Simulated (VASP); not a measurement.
Here is the system:

```
InAs
1.0
    0.00000     3.11111     3.11111
    3.11111     0.00000     3.11111
    3.11111     3.11111     0.00000
In As
1 1
Cartesian
  0.00000   0.00000   0.00000
  1.55555   1.55555   1.55555
```

Calculation: TPSS meta-GGA, VASP's PBE PAW potentials (set 64) (plane waves; VASP 6.6.1). Numerical set-up: 520 eV cut-off, 10×10×10 Γ-centred mesh, first-order Methfessel-Paxton smearing of 0.10 eV, potentials In_d As.

Unless said otherwise, spin-orbit coupling is left out, though it shifts the bands of the heavy elements here.

Problem. What does the run give for the energy per atom (σ→0), pressure, band gap (on the k-mesh) with the smallest direct gap where there is one?

Solution. 
```json
{
  "band gap (on the k-mesh)": "none (metal, semimetal or under 0.01 eV)",
  "energy per atom (σ→0)": "-11.944 eV/atom",
  "pressure": "-1.44 GPa"
}
```

The absolute energy has meaning only against runs of the same code, potentials and settings.

The compound is InAs in the zinc blende structure. This cell is one point of a volume scan, at 1.03 of the reference volume.
